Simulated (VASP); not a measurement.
Output of a VASP run:

### OUTCAR
```
 ion  position               nearest neighbor table
   1  0.333  0.667  0.250-   2 3.10   2 3.10   2 3.10   2 3.10   2 3.10   2 3.10
   2  0.667  0.333  0.750-   1 3.10   1 3.10   1 3.10   1 3.10   1 3.10   1 3.10
  LATTYP: Found a hexagonal cell.
 ALAT       =     3.1627230362
 C/A-ratio  =     1.5817984132
 Subroutine PRICEL returns:
 Original cell was already a primitive cell.
 Subroutine GETGRP returns: Found 24 space group operations
The static configuration has the point symmetry D_3d.
 The point group associated with its full space group is D_6h.
The dynamic configuration has the point symmetry D_3d.
 Subroutine INISYM returns: Found 24 space group operations
 Subroutine IBZKPT returns following result:
 Found     84 irreducible k-points:

 Following reciprocal coordinates:
            Coordinates               Weight
  0.000000  0.000000  0.000000      1.000000
  0.076923  0.000000  0.000000      6.000000
  0.153846 -0.000000  0.000000      6.000000
  0.230769 -0.000000  0.000000      6.000000
  0.307692 -0.000000  0.000000      6.000000
  0.384615 -0.000000  0.000000      6.000000
  0.461538 -0.000000  0.000000      6.000000
  0.076923  0.076923  0.000000      6.000000
  0.153846  0.076923  0.000000     12.000000
  0.230769  0.076923  0.000000     12.000000
  0.307692  0.076923  0.000000     12.000000
  0.384615  0.076923  0.000000     12.000000
  0.461538  0.076923  0.000000      6.000000
  0.153846  0.153846  0.000000      6.000000
  0.230769  0.153846  0.000000     12.000000
  0.307692  0.153846  0.000000     12.000000
  0.384615  0.153846  0.000000     12.000000
  0.230769  0.230769  0.000000      6.000000
  0.307692  0.230769  0.000000     12.000000
  0.384615  0.230769  0.000000      6.000000
  0.307692  0.307692  0.000000      6.000000
  0.000000  0.000000  0.142857      2.000000
  0.076923  0.000000  0.142857     12.000000
  0.153846 -0.000000  0.142857     12.000000
  0.230769 -0.000000  0.142857     12.000000
  0.307692 -0.000000  0.142857     12.000000
  0.384615 -0.000000  0.142857     12.000000
  0.461538 -0.000000  0.142857     12.000000
  0.076923  0.076923  0.142857     12.000000
  0.153846  0.076923  0.142857     24.000000
  0.230769  0.076923  0.142857     24.000000
  0.307692  0.076923  0.142857     24.000000
  0.384615  0.076923  0.142857     24.000000
  0.461538  0.076923  0.142857     12.000000
  0.153846  0.153846  0.142857     12.000000
  0.230769  0.153846  0.142857     24.000000
  0.307692  0.153846  0.142857     24.000000
  0.384615  0.153846  0.142857     24.000000
  0.230769  0.230769  0.142857     12.000000
  0.307692  0.230769  0.142857     24.000000
   k-points           NKPTS =     84   k-points in BZ     NKDIM =     84   number of bands    NBANDS=     14
   number of dos      NEDOS =    301   number of ions     NIONS =      2
   total plane-waves  NPLWV =  23040
   dimension x,y,z NGX =    24 NGY =   24 NGZ =   40
   dimension x,y,z NGXF=    48 NGYF=   48 NGZF=   80
   ions per type =               2
   PREC   = accura    normal or accurate (medium, high low for compatibility)
   ISTART =      0    job   : 0-new  1-cont  2-samecut
   ICHARG =      2    charge: 1-file 2-atom 10-const
   ISPIN  =      1    spin polarized calculation?
   LNONCOLLINEAR =      F non collinear calculations
   LSORBIT =      F    spin-orbit coupling
   INIWAV =      1    electr: 0-lowe 1-rand  2-diag
   ENCUT  =  520.0 eV  38.22 Ry    6.18 a.u.   5.88  5.88  9.30*2*pi/ulx,y,z
   NELM   =    100;   NELMIN=  2; NELMDL= -5     # of ELM steps
   EDIFF  = 0.1E-06   stopping-criterion for ELM
   LREAL  =      F    real-space projection
   NLSPLINE    = F    spline interpolate recip. space projectors
   LMAXMIX     =    6 max onsite mixed and CHGCAR
   VOSKOWN=      0    Vosko Wilk Nusair interpolation
   EDIFFG = -.1E-01   stopping-criterion for IOM
   NSW    =     30    number of steps for IOM
...
```

File OSZICAR:
```
       N       E                     dE             d eps       ncg     rms          rms(c)
DAV:   1     0.189526727867E+03    0.18953E+03   -0.16049E+04  2358   0.211E+03
DAV:   2     0.760104729583E+02   -0.11352E+03   -0.11164E+03  3084   0.478E+02
DAV:   3     0.697087681572E+02   -0.63017E+01   -0.61817E+01  3656   0.748E+01
DAV:   4     0.695297323881E+02   -0.17904E+00   -0.17852E+00  3642   0.142E+01
DAV:   5     0.695242304015E+02   -0.55020E-02   -0.54982E-02  3790   0.192E+00    0.818E+01
DAV:   6     0.529252010281E+02   -0.16599E+02   -0.25531E+02  2352   0.457E+03    0.371E+01
DAV:   7     0.541327649879E+02    0.12076E+01   -0.81234E+00  2376   0.305E+01    0.458E+00
DAV:   8     0.539704435964E+02   -0.16232E+00   -0.58353E-01  3054   0.594E+00    0.577E+00
DAV:   9     0.583626561226E+02    0.43922E+01   -0.25679E+03  2352   0.413E+04    0.984E-01
DAV:  10     0.537908737704E+02   -0.45718E+01   -0.12815E+00  2352   0.146E+01    0.999E-01
DAV:  11     0.537731657909E+02   -0.17708E-01   -0.93144E-03  3084   0.865E-01    0.102E+00
DAV:  12     0.537766789869E+02    0.35132E-02   -0.72887E-04  2844   0.270E-01    0.105E+00
DAV:  13     0.537731596680E+02   -0.35193E-02   -0.13462E-03  2610   0.338E-01    0.526E-01
DAV:  14     0.537733076376E+02    0.14797E-03   -0.17441E-04  2820   0.167E-01    0.172E-01
DAV:  15     0.537729694752E+02   -0.33816E-03   -0.58020E-05  2718   0.848E-02    0.515E-02
DAV:  16     0.537729092897E+02   -0.60185E-04   -0.12104E-05  2796   0.372E-02    0.110E-02
DAV:  17     0.537729102590E+02    0.96924E-06   -0.20656E-06  2964   0.135E-02    0.481E-03
DAV:  18     0.537729077164E+02   -0.25426E-05   -0.62261E-07  2658   0.886E-03    0.318E-03
DAV:  19     0.537729096356E+02    0.19193E-05   -0.11697E-07  1776   0.364E-03    0.277E-03
DAV:  20     0.537729090592E+02   -0.57642E-06   -0.29255E-08  1590   0.113E-03    0.430E-04
DAV:  21     0.537729099633E+02    0.90413E-06   -0.79633E-09  1566   0.869E-04    0.139E-04
DAV:  22     0.537729094642E+02   -0.49919E-06   -0.19732E-09  1512   0.440E-04    0.230E-04
DAV:  23     0.537729097425E+02    0.27834E-06   -0.46189E-10  1422   0.201E-04    0.197E-04
DAV:  24     0.537729096564E+02   -0.86115E-07   -0.11557E-10  1422   0.720E-05
   1 F= 0.53772910E+02 E0= 0.53773124E+02  d E =0.537729E+02
       N       E                     dE             d eps       ncg     rms          rms(c)
DAV:   1     0.537728132649E+02   -0.96478E-04   -0.54722E-03  2376   0.622E-01    0.661E-02
DAV:   2     0.537728785226E+02    0.65258E-04   -0.80991E-05  3120   0.750E-02    0.278E-02
DAV:   3     0.537728885138E+02    0.99912E-05   -0.28830E-05  3012   0.359E-02    0.291E-02
DAV:   4     0.537728992698E+02    0.10756E-04   -0.55828E-06  2898   0.251E-02    0.548E-03
DAV:   5     0.537728901610E+02   -0.91088E-05   -0.39715E-06  2628   0.167E-02    0.628E-03
DAV:   6     0.537728898311E+02   -0.32987E-06   -0.14578E-07  2292   0.374E-03    0.178E-03
DAV:   7     0.537728899157E+02    0.84585E-07   -0.22083E-07  2296   0.370E-03
   2 F= 0.53772890E+02 E0= 0.53773094E+02  d E =-.197407E-04
```

**OUTCAR**
```
------------------------ aborting loop because EDIFF is reached ----------------------------------------
  FORCE on cell =-STRESS in cart. coord.  units (eV):
  Direction    XX          YY          ZZ          XY          YZ          ZX
  --------------------------------------------------------------------------------------
  Total        0.0131728      0.0131728      0.0109831     -0.0000000      0.0000000     -0.0000000
  in kB        0.4869944      0.4869944      0.4060412     -0.0000000      0.0000000     -0.0000000
  external PRESSURE =       0.4600100 kB  Pullay stress =       0.0000000 kB
  volume of cell :       43.34
      direct lattice vectors                 reciprocal lattice vectors
     1.581969341 -2.740051238  0.000000000     0.316061751 -0.182478339  0.000000000
     1.581969341  2.740051238 -0.000000000     0.316061751  0.182478339  0.000000000
    -0.000000000 -0.000000000  4.998946783     0.000000000  0.000000000  0.200042138
 POSITION                                       TOTAL-FORCE (eV/Angst)
 -----------------------------------------------------------------------------------
      1.58197      0.91335      1.24974        -0.000000     -0.000000      0.000000
      1.58197     -0.91335      3.74921         0.000000      0.000000      0.000000
 -----------------------------------------------------------------------------------
    total drift:                                0.000000      0.000181     -0.000015
  FREE ENERGIE OF THE ION-ELECTRON SYSTEM (eV)
  ---------------------------------------------------
  free  energy   TOTEN  =        53.7728899157 eV

  energy  without entropy=       53.7735034739  energy(sigma->0) =       53.77309444

 reached required accuracy - stopping structural energy minimisation
```
(Selected blocks of OUTCAR.)

File POSCAR:
```
Hf
1
    1.5813615341    -2.7389984852     0.0000000000
    1.5813615341     2.7389984852     0.0000000000
    0.0000000000     0.0000000000     5.0027902801
Hf
2
Direct
  0.3333330000   0.6666670000   0.2500000000
  0.6666670000   0.3333330000   0.7500000000
```

**Question.** Write an INCAR and KPOINTS that could have produced this output.

**Answer.** Several could match; the one computed here: the input of the run itself, revTPSS meta-GGA, plane waves, VASP's PBE PAW potentials (set 64).

### KPOINTS
```
Automatic mesh
0
G
 13 13 7
0 0 0
```

### INCAR
```
ALGO=Normal
EDIFF=1E-7
EDIFFG=-0.01
ENCUT=520
IBRION=2
ISIF=4
ISMEAR=1
LASPH=.True.
LCHARG=.False.
LMAXMIX=6
LMIXTAU=.True.
LREAL=.False.
LWAVE=.False.
METAGGA=RTPSS
NELM=100
NSW=30
PREC=Accurate
SIGMA=0.1
SYSTEM=Hf
```

POTCAR, in this order: Hf_pv (PBE.64 set). Program: vasp_std.

The compound is Hf in the hcp structure. This run relaxes it. Symmetry was kept, so distortions that lower it aren't found.
